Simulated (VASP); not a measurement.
# Mg2CdS3 in VASP: notebook, part 2 of 2

VASP 6.6.1. The steps go on from the part before.

### Step 4. Relaxation of cell and atoms, PBE

This run uses another cell than the first one, of 19.18 Å³/atom, 0.902 times its volume.

The input, INCAR:

```
ALGO = Fast ; EDIFF = 1E-4
EDIFFG = -0.08 ; ENCUT = 520
GGA = PE ; IBRION = 2
ISIF = 3 ; ISMEAR = 0
LASPH = True ; LCHARG = False
LREAL = False ; LWAVE = False
NELM = 60 ; NSW = 24
PREC = Normal ; SIGMA = 0.15
```

The input, KPOINTS:

```
k-points
0
Gamma
  4 4 2
```

The input, POSCAR:

```
Mg2CdS3
1.0
    3.7824143900      0.0000000000      0.0000000000
    0.0000000000      3.7824143900      0.0000000000
    0.0000000000      0.0000000000      8.0430305700
Mg Cd S
2 1 3
Direct
    0.5000000000      0.5000000000      0.7365469900
    0.0000000000      0.0000000000      0.2648670100
    0.0000000000      0.0000000000      0.6217470200
    0.5000000000      0.0000000000      0.9998509900
    0.0000000000      0.5000000000      0.9998509900
    0.5000000000      0.5000000000      0.3771390000
```

Potentials or basis: VASP PAW PBE potentials, release 64 (Mg, Cd, S).

The run is started by

```bash
$ cat potpaw_PBE.64/Mg/POTCAR potpaw_PBE.64/Cd/POTCAR potpaw_PBE.64/S/POTCAR > POTCAR
$ mpirun -np 1 vasp_std > vasp.out
```

OUTCAR:

```text
EDIFF = 1E-4
   EDIFFG = -0.08
   ENCUT = 520
   GGA = PE
   IBRION = 2
   ISIF = 3
   ISMEAR = 0
   LASPH = True
   LREAL = False
   NELM = 60
   NSW = 24
   PREC = Normal

 ion  position               nearest neighbor table
   1  0.500  0.500  0.737-   3 2.83   3 2.83   3 2.83   3 2.83   4 2.84   5 2.84   5 2.84   4 2.84
                             6 2.89
   2  0.000  0.000  0.265-   6 2.82   6 2.82   6 2.82   6 2.82   5 2.85   4 2.85   4 2.85   5 2.85
                             3 2.87
   3  0.000  0.000  0.622-   1 2.83   1 2.83   1 2.83   1 2.83   2 2.87
   4  0.500  0.000  1.000-   5 2.67   5 2.67   5 2.67   5 2.67   1 2.84   1 2.84   2 2.85   2 2.85

   5  0.000  0.500  1.000-   4 2.67   4 2.67   4 2.67   4 2.67   1 2.84   1 2.84   2 2.85   2 2.85

   6  0.500  0.500  0.377-   2 2.82   2 2.82   2 2.82   2 2.82   1 2.89

  LATTYP: Found a simple tetragonal cell.
 ALAT       =     3.7824143900
 C/A-ratio  =     2.1264276572

  Lattice vectors:

 A1 = (   3.7824143900,   0.0000000000,   0.0000000000)
 A2 = (   0.0000000000,   3.7824143900,   0.0000000000)
 A3 = (   0.0000000000,   0.0000000000,   8.0430305700)

Analysis of symmetry for initial positions (statically):
=====================================================================
 Subroutine PRICEL returns:
 Original cell was already a primitive cell.

 Routine SETGRP: Setting up the symmetry group for a
 simple tetragonal supercell.

 Subroutine GETGRP returns: Found  8 space group operations
[... 275 lines left out ...]
  FREE ENERGIE OF THE ION-ELECTRON SYSTEM (eV)
  ---------------------------------------------------
  free  energy   TOTEN  =       -17.9267461093 eV

  energy  without entropy=      -17.9011182909  energy(sigma->0) =      -17.91393220

 E-fermi :   4.9942     XC(G=0): -10.0459

 val. band max:        4.7302573153   @ k =   0.2500   0.2500   0.5000
 cond. band min:       5.1959295120   @ k =   0.5000   0.5000   0.0000
 fundamental gap:      0.4656721967
 Fermi energy:         4.9942225481

 k-point     1 :       0.0000    0.0000    0.0000
  band No.  band energies     occupation
      1     -11.3375      2.00000
      2      -7.5522      2.00000
      3      -5.7839      2.00000
      4      -3.5231      2.00000
      5      -3.5160      2.00000
      6      -3.3390      2.00000
[... 277 lines left out ...]
     20       6.6020      0.00000
     21       7.6317      0.00000

[... ionic steps 4 to 11 ...]

--------------------------------------- Ionic step       12  -------------------------------------------

 number of electron      33.9999982 magnetization

------------------------ aborting loop because EDIFF is reached ----------------------------------------
[... 75 lines left out ...]
--------------------------------------- Ionic step       14  -------------------------------------------

 number of electron      33.9999990 magnetization

 Free energy of the ion-electron system (eV)
  ---------------------------------------------------
  ext. energy  EPLUGINS =         0.00000000
  ---------------------------------------------------
  free energy    TOTEN  =       -18.09485741 eV

  energy without entropy =      -18.08973799  energy(sigma->0) =      -18.09229770

 E-fermi :   4.3599     XC(G=0):  -9.7814

 val. band max:        4.1703678604   @ k =   0.2500   0.0000   0.0000
 cond. band min:       4.4533472686   @ k =   0.0000   0.0000   0.5000
 fundamental gap:      0.2829794082
 Fermi energy:         4.3598603884

 k-point     1 :       0.0000    0.0000    0.0000
  band No.  band energies     occupation
      1     -11.0000      2.00000
      2      -8.0879      2.00000
      3      -6.0940      2.00000
      4      -4.2820      2.00000
      5      -4.2533      2.00000
      6      -4.1153      2.00000
[... 310 lines left out ...]
  FREE ENERGIE OF THE ION-ELECTRON SYSTEM (eV)
  ---------------------------------------------------
  free  energy   TOTEN  =       -18.0948574062 eV

  energy  without entropy=      -18.0897379928  energy(sigma->0) =      -18.09229770

 reached required accuracy - stopping structural energy minimisation
```

OSZICAR:

```text
N       E                     dE             d eps       ncg     rms          rms(c)
DAV:   1     0.189688508233E+03    0.18969E+03   -0.15300E+04   504   0.142E+03
DAV:   2    -0.334703861808E+01   -0.19304E+03   -0.18484E+03   585   0.290E+02
DAV:   3    -0.186612227112E+02   -0.15314E+02   -0.14931E+02   597   0.764E+01
[... 106 lines left out ...]
DAV:   1    -0.181061873479E+02   -0.15159E-01   -0.22960E+00   504   0.922E+00    0.898E-01
RMM:   2    -0.180965341030E+02    0.96532E-02   -0.60886E-02   506   0.186E+00    0.304E-01
RMM:   3    -0.180952200746E+02    0.13140E-02   -0.10245E-02   504   0.625E-01    0.221E-01
RMM:   4    -0.180949321113E+02    0.28796E-03   -0.15685E-03   504   0.254E-01    0.115E-01
RMM:   5    -0.180948574062E+02    0.74705E-04   -0.51183E-04   415   0.147E-01
  14 F= -.18094857E+02 E0= -.18092298E+02  d E =-.392149E-02
```

CONTCAR:

```text
Mg2CdS3
   1.00000000000000
     3.8064514039861397    0.0000000000000000   -0.0000000000000000
     0.0000000000000000    3.8064514039861397    0.0000000000000000
     0.0000000000000000    0.0000000000000000    8.1481812208021296
  Mg              Cd              S
     2     1     3
Direct
     0.5000000000000000    0.5000000000000000    0.7773339417898525
     0.0000000000000000    0.0000000000000000    0.2284455316054069
     0.0000000000000000    0.0000000000000000    0.5906189880196069
     0.5000000000000000    0.0000000000000000    0.0018412541075958
     0.0000000000000000    0.5000000000000000    0.0018412541075958
     0.5000000000000000    0.5000000000000000    0.3999210303699439

  0.00000000E+00  0.00000000E+00  0.00000000E+00
  0.00000000E+00  0.00000000E+00  0.00000000E+00
  0.00000000E+00  0.00000000E+00  0.00000000E+00
  0.00000000E+00  0.00000000E+00  0.00000000E+00
  0.00000000E+00  0.00000000E+00  0.00000000E+00
  0.00000000E+00  0.00000000E+00  0.00000000E+00
```

Wall time 2.5 min (1 thread of Intel Xeon Platinum 8259CL at 2.50GHz (Skylake/Cascade Lake), shared host); peak memory 0.19 GiB.

What came out:

```
Free energy                            : -18.0949 eV
Relaxed volume                         : 19.68 Å³/atom
Relaxed cell                           : a = 3.806 Å, b = 3.806 Å, c = 8.148 Å, α = 90.00°, β = 90.00°, γ = 90.00°
Space group after relaxing (to 0.05 Å) : P4mm (No. 99)
Energy gained by relaxing              : 76.5 meV/atom
Ionic steps                            : 14
Pressure after relaxing                : 0.0 GPa
Largest force after relaxing           : 0.068 eV/Å
Band gap on the k mesh                 : none (metal or under the smearing width)
```

Forces on the atoms (eV/Å):
```
Mg   0.000  0.000  0.068
Mg   0.000  0.000  0.005
Cd   0.000  0.000 -0.051
S    0.000  0.000 -0.007
S    0.000  0.000 -0.007
S    0.000  0.000 -0.008
```

The path:
```csv
step,energy change (eV),largest force (eV/Å),pressure (GPa),volume (Å³)
1,0.0000,0.9365,-0.23,115.07
2,-0.0891,0.8971,0.08,114.62
3,-0.2908,0.5391,1.43,113.27
4,-0.0745,1.8611,6.19,110.60
5,-0.3305,0.5324,2.28,112.67
6,-0.4047,0.4266,0.73,116.87
7,-0.4143,0.2816,-1.51,122.00
8,-0.4212,0.3311,-0.96,120.28
9,-0.4403,0.1980,-0.71,119.87
10,-0.4428,0.2847,-0.58,119.64
11,-0.4541,0.1653,0.12,117.91
12,-0.4547,0.1029,0.73,116.97
13,-0.4550,0.1201,0.58,117.27
14,-0.4589,0.0682,-0.04,118.06
```

Final structure:
```
Mg Cd S
1.0
     3.80645    0.00000    0.00000
     0.00000    3.80645    0.00000
     0.00000    0.00000    8.14818
Mg Cd S
2 1 3
Direct
  0.50000 0.50000 0.77733
  0.00000 0.00000 0.22845
  0.00000 0.00000 0.59062
  0.50000 0.00000 0.00184
  0.00000 0.50000 0.00184
  0.50000 0.50000 0.39992
```

Caveat: the k mesh is coarse (spacing up to 0.42 Å⁻¹), so the values aren't converged; the relaxation stopped at a loose force limit of 0.08 eV/Å, so its end isn't a converged minimum.
